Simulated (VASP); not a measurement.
Input:

```
CELL_PARAMETERS angstrom
      3.51742     0.00000     0.00000
      0.00000     3.51742     0.00000
      0.00000     0.00000     3.51742
ATOMIC_POSITIONS crystal
  Zn 0.50000 0.50000 0.50000
  Y  0.00000 0.00000 0.00000
```

Method: PBEsol GGA, VASP's PBE PAW potentials (set 64) (plane waves; VASP). Numerical set-up: 400 eV cut-off, Gaussian smearing of 0.050 eV, potentials Zn Y_sv.

### Question
Give the energies of bands 5 to 14 at the high-symmetry points, in eV from the Fermi level.

### Answer

```tsv
band	Γ	X	M	R
5	-7.20	-7.05	-7.14	-7.01
6	-7.13	-6.94	-7.07	-7.01
7	-7.13	-6.94	-7.01	-7.01
8	-6.91	-6.93	-7.01	-6.75
9	-6.91	-6.89	-6.76	-6.75
10	-6.91	-4.08	-4.04	-1.99
11	-0.07	-3.47	-0.12	-1.99
12	-0.07	0.38	-0.12	-1.99
13	4.47	1.45	0.19	-0.38
14	4.47	1.45	2.91	5.47
```

It has no gap at this level: it comes out as a metal or semimetal.

The structure comes from a measured YZn entry (Pm-3m) of the Crystallography Open Database, whose conditions weren't checked. It was relaxed first. The electron count is odd and the run is not spin-polarised, which forces a metal.
